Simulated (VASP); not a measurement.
Data:

```
CELL_PARAMETERS angstrom
      0.00000     2.20621     2.20621
      2.20621     0.00000     2.20621
      2.20621     2.20621     0.00000
ATOMIC_POSITIONS crystal
  Nb 0.00000 0.00000 0.00000
  C  0.50000 0.50000 0.50000
```

Calculation: PBE GGA with D3 dispersion (zero damping), VASP's PBE PAW potentials (set 64) (plane waves; VASP). Run with 520 eV cut-off, 14×14×14 Γ-centred mesh, first-order Methfessel-Paxton smearing of 0.10 eV, potentials Nb_sv C.

Question: What does the run give for the energy per atom (σ→0), pressure, band gap (on the k-mesh) with the smallest direct gap where there is one?

Answer: 
```json
{
  "band gap (on the k-mesh)": "none (metal, semimetal or under 0.01 eV)",
  "energy per atom (σ→0)": "-10.583 eV/atom",
  "pressure": "10.22 GPa"
}
```

Only differences to runs with the same potentials and settings are physical.

The compound is NbC in the rock salt structure. This cell is one point of a volume scan, at 0.97 of the reference volume. The electron count is odd and the run is not spin-polarised, which forces a metal.
